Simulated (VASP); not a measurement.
# Osmium: structure and properties in VASP, part 2 of 4

What structure does Osmium take at this level, and what are its properties? The start is a cell from a database of measured crystal structures.

VASP 6.6.1; PBEsol; plane waves and PAW (Os).

So far. Step 2 (Relaxing cell and atoms (PBEsol)): It ends with forces that vanish by symmetry and a pressure of -0.02 GPa. The volume lies -0.5 % from that of the database's start, which holds the thermal and zero-point expansion of its experiment. Step 3 (Single point with fields (PBEsol)): In this run the pressure is -0.02 GPa, small enough to go on.

### 4. Band structure (PBEsol)

The mesh alone shows little of the dispersion and can miss band extrema, so KPOINTS_OPT adds a path through the symmetry points after the self-consistent cycle.

INCAR

```
SYSTEM = Os
PREC = Accurate
ENCUT = 400
EDIFF = 1E-06
NELM = 100
ISMEAR = 1
SIGMA = 0.2
LREAL = .FALSE.
ALGO = Normal
GGA = PS
NBANDS = 20
LORBIT = 11
LWAVE = .FALSE.
LCHARG = .FALSE.
KPAR = 2
```

POSCAR

```
Os
1.0
    2.7293497425      0.0000000000      0.0000000000
   -1.3646748713      2.3636862129      0.0000000000
    0.0000000000      0.0000000000      4.3121492396
Os
2
Direct
    0.3333333333      0.6666666667      0.2500000000
    0.6666666667      0.3333333333      0.7500000000
```

KPOINTS

```
Automatic mesh
0
Gamma
11 11 6
0 0 0
```

KPOINTS_OPT

```
Line mode
16
Line-mode
Reciprocal
  0.00000000   0.00000000   0.00000000 GAMMA
  0.50000000   0.00000000   0.00000000 M

  0.50000000   0.00000000   0.00000000 M
  0.33333333   0.33333333   0.00000000 K

  0.33333333   0.33333333   0.00000000 K
  0.00000000   0.00000000   0.00000000 GAMMA

  0.00000000   0.00000000   0.00000000 GAMMA
  0.00000000   0.00000000   0.50000000 A

  0.00000000   0.00000000   0.50000000 A
  0.50000000   0.00000000   0.50000000 L

  0.50000000   0.00000000   0.50000000 L
  0.33333333   0.33333333   0.50000000 H

  0.33333333   0.33333333   0.50000000 H
  0.00000000   0.00000000   0.50000000 A

  0.50000000   0.00000000   0.50000000 L
  0.50000000   0.00000000   0.00000000 M

  0.33333333   0.33333333   0.00000000 K
  0.33333333   0.33333333   0.50000000 H
```

PAW data sets: Os (PBE family, release 64).

Command:

```sh
$ mpirun -np 2 vasp_std
```

Log:

```text
[banner, memory and clock lines left out]
running    2 mpi-ranks, on    1 nodes
 distrk:  each k-point on    1 cores,    2 groups
 distr:  one band on    1 cores,    1 groups

 POSCAR found type information on POSCAR Os
 POSCAR found :  1 types and       2 ions
 [... a notice as in an earlier step ...]

 LDA part: xc-table for (Slater+PW92), standard interpolation
 POSCAR, INCAR and KPOINTS ok, starting setup
 FFT: planning ... GRIDC
 FFT: planning ... GRID_SOFT
 FFT: planning ... GRID
 WAVECAR not read
 entering main loop
       N       E                     dE             d eps       ncg     rms          rms(c)
DAV:   1     0.834840819323E+02    0.83484E+02   -0.60044E+03  2584   0.620E+02
DAV:   2    -0.229376544529E+02   -0.10642E+03   -0.91055E+02  2756   0.231E+02
DAV:   3    -0.259983032153E+02   -0.30606E+01   -0.30228E+01  3076   0.350E+01
DAV:   4    -0.260088048487E+02   -0.10502E-01   -0.10499E-01  2792   0.218E+00
DAV:   5    -0.260088565653E+02   -0.51717E-04   -0.51717E-04  2976   0.154E-01    0.247E+01
DAV:   6    -0.248155619548E+02    0.11933E+01   -0.63086E-01  3212   0.630E+00    0.109E+01
DAV:   7    -0.244771728286E+02    0.33839E+00   -0.45898E-01  3340   0.500E+00    0.750E-01
DAV:   8    -0.244717294078E+02    0.54434E-02   -0.76157E-03  2744   0.553E-01    0.527E-01
DAV:   9    -0.244676635489E+02    0.40659E-02   -0.18642E-03  2876   0.355E-01    0.410E-02
DAV:  10    -0.244676525582E+02    0.10991E-04   -0.95840E-05  3372   0.722E-02    0.124E-02
DAV:  11    -0.244676400361E+02    0.12522E-04   -0.38455E-06  2804   0.159E-02    0.423E-03
DAV:  12    -0.244676393273E+02    0.70880E-06   -0.11471E-07  1516   0.298E-03
   1 F= -.24467639E+02 E0= -.24466789E+02  d E =-.255094E-02
 Start KPOINTS_OPT (optional k-point list driver)
k-point batch [1-64\144]
       N       E                     dE             ncg
DAV:   1     0.127865854768E+05   -0.10211E+05     2576
DAV:   2     0.567159823321E+04   -0.71150E+04     2796
DAV:   3     0.545296968649E+04   -0.21863E+03     3132
DAV:   4     0.545216530555E+04   -0.80438E+00     2836
DAV:   5     0.545216000784E+04   -0.52977E-02     3064
DAV:   6     0.545215996012E+04   -0.47718E-04     2932
DAV:   7     0.545215995969E+04   -0.42808E-06     2556
[...]
k-point batch [129-144\144]
       N       E                     dE             ncg
DAV:   1     0.319092755324E+05   -0.79434E+04      640
DAV:   2     0.302508224951E+05   -0.16585E+04      696
DAV:   3     0.301946941148E+05   -0.56128E+02      736
DAV:   4     0.301945039594E+05   -0.19016E+00      712
DAV:   5     0.301945027427E+05   -0.12167E-02      720
DAV:   6     0.301945027327E+05   -0.99551E-05      708
DAV:   7     0.301945027327E+05   -0.78820E-07      596
```

It took 19 s on 2 MPI ranks of AMD EPYC 7R43, shared host; peak memory 0.25 GiB.

Parts of OUTCAR (step 4):

```text
 Found     64 irreducible k-points:

   k-points           NKPTS =     64   k-points in BZ     NKDIM =     64   number of bands    NBANDS=     20

   NELECT =      16.0000    total number of electrons

 E-fermi :   9.3419

 k-point     1 :       0.0000    0.0000    0.0000
  band No.  band energies     occupation
    ...
      6       7.1553      2.00000
      7       7.1553      2.00000
      8       7.8151      2.00000
      9       7.8151      2.00000
     10       9.3865      0.63299
     11      11.1016     -0.00000
     12      11.1016     -0.00000
     13      18.5004      0.00000
     14      23.4283      0.00000
     15      26.1676      0.00000
    ...

 k-point     2 :       0.0909    0.0000    0.0000
  band No.  band energies     occupation
    ...
      6       7.0756      2.00000
      7       7.3307      2.00000
      8       7.4327      2.00000
      9       7.5820      2.00000
     10       8.3315      2.00000
     11      11.2626     -0.00000
     12      12.7307     -0.00000
     13      18.4700      0.00000
     14      24.1114      0.00000
     15      26.5931      0.00000
    ...

  Total       -0.0126507     -0.0126507      0.0125586      0.0000000      0.0000000      0.0000000
  in kB       -0.7285906     -0.7285906      0.7232869      0.0000000      0.0000000      0.0000000
  external PRESSURE =      -0.2446315 kB  Pullay stress =       0.0000000 kB

  FREE ENERGIE OF THE ION-ELECTRON SYSTEM (eV)
  ---------------------------------------------------
  free  energy   TOTEN  =       -24.4676393273 eV

  energy  without entropy=      -24.4650883859  energy(sigma->0) =      -24.46678901

[... 12 parts as in an earlier step ...]

[... 3 further parts left out ...]
```

Spin-orbit coupling is off here; with elements this heavy it splits and shifts levels by tenths of an eV or more.

This step gave:

| Quantity | Value |
| --- | --- |
| bands | 20 |
| pressure | -0.02446 GPa |

Electronic bands along the path, in eV, zero at the Fermi level; # counts the bands kept:

```
          point     #5     #6     #7     #8     #9    #10   #11   #12
              Γ  -2.79  -2.19  -2.19  -1.53  -1.53   0.04  1.76  1.76
0.53 of the way  -3.00  -2.81  -2.00  -0.67  -0.47  -0.01  2.52  8.06
              M  -2.90  -2.55  -1.86   2.12   2.69   2.81  4.51  5.80
0.47 of the way  -3.64  -2.78  -1.71   1.77   2.17   2.45  4.93  5.95
              K  -3.42  -3.42  -1.30   1.55   1.55   2.14  5.44  5.44
0.53 of the way  -3.21  -3.00  -1.72  -1.11  -0.36   0.53  2.34  8.30
              Γ  -2.79  -2.19  -2.19  -1.53  -1.53   0.04  1.76  1.76
0.47 of the way  -3.15  -2.58  -2.58  -1.71  -0.67  -0.67  1.77  1.77
              A  -3.24  -3.24  -3.24  -3.24   0.96   0.96  0.96  0.96
0.47 of the way  -3.19  -3.19  -1.95  -1.95   0.88   0.88  1.76  1.76
              L  -1.17  -1.17  -0.13  -0.13   2.46   2.46  3.38  3.38
0.47 of the way  -2.69  -2.69  -0.54  -0.54   2.07   2.07  5.48  5.48
              H  -3.42  -3.42  -1.32  -1.32   1.70   1.70  8.44  8.44
0.47 of the way  -3.75  -3.75  -1.61  -1.61   1.74   1.74  2.31  2.31
              A  -3.24  -3.24  -3.24  -3.24   0.96   0.96  0.96  0.96
      jump to L  -1.17  -1.17  -0.13  -0.13   2.46   2.46  3.38  3.38
0.53 of the way  -3.00  -1.96  -0.07   1.36   2.32   2.63  3.48  5.24
              M  -2.90  -2.55  -1.86   2.12   2.69   2.81  4.51  5.80
      jump to K  -3.42  -3.42  -1.30   1.55   1.55   2.14  5.44  5.44
0.53 of the way  -3.44  -3.44  -1.48   0.27   1.70   1.70  6.46  6.46
              H  -3.42  -3.42  -1.32  -1.32   1.70   1.70  8.44  8.44
```

There is no gap at this level.

### 5. Density of states (PBEsol)

Here the states are counted by energy and projected on the atoms. The mesh is finer than in the run before.

INCAR: that of step 4 with these lines changed.

```diff
@@ -5,3 +5,3 @@
 NELM = 100
-ISMEAR = 1
+ISMEAR = -5
 SIGMA = 0.2
@@ -15 +15,2 @@
 KPAR = 2
+NEDOS = 2001
```

POSCAR is that of step 4.

KPOINTS

```
Automatic mesh
0
Gamma
16 16 9
0 0 0
```

Command:

```sh
$ mpirun -np 2 vasp_std
```

Log:

```text
[... set-up lines as in an earlier step ...]
 entering main loop
       N       E                     dE             d eps       ncg     rms          rms(c)
DAV:   1     0.820337236980E+02    0.82034E+02   -0.59909E+03  6064   0.619E+02
DAV:   2    -0.230231854472E+02   -0.10506E+03   -0.89955E+02  6492   0.231E+02
DAV:   3    -0.260235630369E+02   -0.30004E+01   -0.29656E+01  7252   0.345E+01
DAV:   4    -0.260336844061E+02   -0.10121E-01   -0.10119E-01  6556   0.217E+00
DAV:   5    -0.260337349103E+02   -0.50504E-04   -0.50500E-04  7024   0.151E-01    0.247E+01
DAV:   6    -0.248388552345E+02    0.11949E+01   -0.63171E-01  7628   0.631E+00    0.109E+01
DAV:   7    -0.244942330878E+02    0.34462E+00   -0.47594E-01  7916   0.505E+00    0.714E-01
DAV:   8    -0.244886512090E+02    0.55819E-02   -0.78849E-03  6432   0.563E-01    0.499E-01
DAV:   9    -0.244847573374E+02    0.38939E-02   -0.17815E-03  6764   0.347E-01    0.408E-02
DAV:  10    -0.244847233713E+02    0.33966E-04   -0.95069E-05  7908   0.722E-02    0.134E-02
DAV:  11    -0.244847056420E+02    0.17729E-04   -0.40446E-06  6716   0.166E-02    0.435E-03
DAV:  12    -0.244847049344E+02    0.70766E-06   -0.96187E-08  3644   0.264E-03
   1 F= -.24484705E+02 E0= -.24484705E+02  d E =0.000000E+00
 -----------------------------------------------------------------------------
|                                                                             |
|           W    W    AA    RRRRR   N    N  II  N    N   GGGG   !!!           |
|           W    W   A  A   R    R  NN   N  II  NN   N  G    G  !!!           |
|           W    W  A    A  R    R  N N  N  II  N N  N  G       !!!           |
|           W WW W  AAAAAA  RRRRR   N  N N  II  N  N N  G  GGG   !            |
|           WW  WW  A    A  R   R   N   NN  II  N   NN  G    G                |
|           W    W  A    A  R    R  N    N  II  N    N   GGGG   !!!           |
|                                                                             |
|     Tetrahedron method does not include variations of the Fermi             |
|     occupations, so forces and stress will be inaccurate. We suggest        |
|     using a different smearing scheme ISMEAR = 1 or 2 for metals in         |
|     relaxations.                                                            |
|                                                                             |
 -----------------------------------------------------------------------------
```

Run time: 23 s. Hardware: 2 MPI ranks; peak memory 0.29 GiB; 44 s of CPU time.

Parts of OUTCAR (step 5):

```text
   k-points           NKPTS =    150   k-points in BZ     NKDIM =    150   number of bands    NBANDS=     20

   NELECT =      16.0000    total number of electrons

 E-fermi :   9.4217

 k-point     1 :       0.0000    0.0000    0.0000
  band No.  band energies     occupation
    ...
      6       7.1467      2.00000
      7       7.1467      2.00000
      8       7.8130      2.00000
      9       7.8130      2.00000
     10       9.3900      2.00000
     11      11.0980      0.00000
     12      11.0980      0.00000
     13      18.4988      0.00000
     14      23.4278      0.00000
     15      26.1702      0.00000
    ...

  Total        0.0121781      0.0121781     -0.1251053     -0.0000000     -0.0000000      0.0000000
  in kB        0.7013704      0.7013704     -7.2051572     -0.0000000     -0.0000000      0.0000000
  external PRESSURE =      -1.9341388 kB  Pullay stress =       0.0000000 kB

  FREE ENERGIE OF THE ION-ELECTRON SYSTEM (eV)
  ---------------------------------------------------
  free  energy   TOTEN  =       -24.4847049344 eV

  energy  without entropy=      -24.4847049344  energy(sigma->0) =      -24.48470493

[... 8 parts as in an earlier step ...]

[... 9 further parts left out ...]
```

With tetrahedra the forces and stress of a metal are not exact derivatives of the energy.

Numbers from this step:

```
irreducible k-points   : 150
free energy (TOTEN)    : -24.48 eV
Fermi energy           : 9.422 eV
pressure               : -0.1934 GPa
DOS at the Fermi level : 1.204 states/eV/cell
```

The density of states has structure finer than the step of the table below, so its rows give means over 1 eV, whole bins alone (the curve runs from -12.0 to 7.98 eV). Peaks (eV: height): total -4.7: 3.72, -3.6: 4.17, -2.7: 3.15, 2.2: 3.28; Os d -4.7: 2.98, -3.6: 3.49, -2.7: 2.68, 2.2: 3.11; Os p -5.5: 0.302, -4.7: 0.393, -3.6: 0.418, -2.1: 0.418; Os s -7.7: 0.530, -5.6: 0.152, -4.7: 0.114, 6.1: 0.145.

States under -12.0 eV and over 8.0 eV are left out. Table of density of states by energy, zero at the Fermi level; means over each step; values in states/eV/cell:

```
energy (eV)   total     Os d     Os p     Os s
        -11  0.0255        0   6.4e-4   0.0211
        -10   0.118  0.00190  0.00820   0.0916
         -9   0.219   0.0147   0.0254    0.150
         -8   0.755    0.305   0.0671    0.313
         -7    1.88     1.24    0.126    0.376
         -6    1.78     1.35    0.165    0.150
         -5    2.23     1.78    0.244   0.0661
         -4    1.89     1.55    0.199   0.0388
         -3    2.66     2.23    0.245   0.0588
         -2    2.44     1.95    0.322   0.0424
         -1    1.41     1.16    0.159   0.0150
          0    1.23     1.09   0.0705  0.00936
          1    1.61     1.49   0.0472   0.0144
          2    2.74     2.57   0.0605   0.0266
          3   0.816    0.675   0.0778   0.0351
          4   0.571    0.380    0.114   0.0468
          5   0.509    0.279    0.130   0.0635
          6   0.559    0.243    0.163   0.0988
          7   0.381    0.146    0.129   0.0649
```

The finer mesh and the other smearing move the Fermi level by +0.08 eV from the 11×11×6 run, one measure of the sampling error in the zero of the bands above. Of the states within 0.3 eV of the Fermi level, the largest shares in the PAW spheres are Os d 89 % and Os p 6 %. The rest lies in smaller channels or between the spheres.

[end of part 2 of 4]

[Lines on the potential files, build, host, timing and source positions are cut from VASP's logs without a mark.]

[Logs are printed without paths, hosts, clocks, repeated set-up lines and the standing remarks that a program may print on its own settings, such as how far it seeks lower states.]

[Hosts, paths, dates, database ids (printed as entryN), source tags and the programs' standing remarks are cut or masked in the printed files.]

[A measured line is paired with the nearest computed mode of its activity, which favours agreement.]
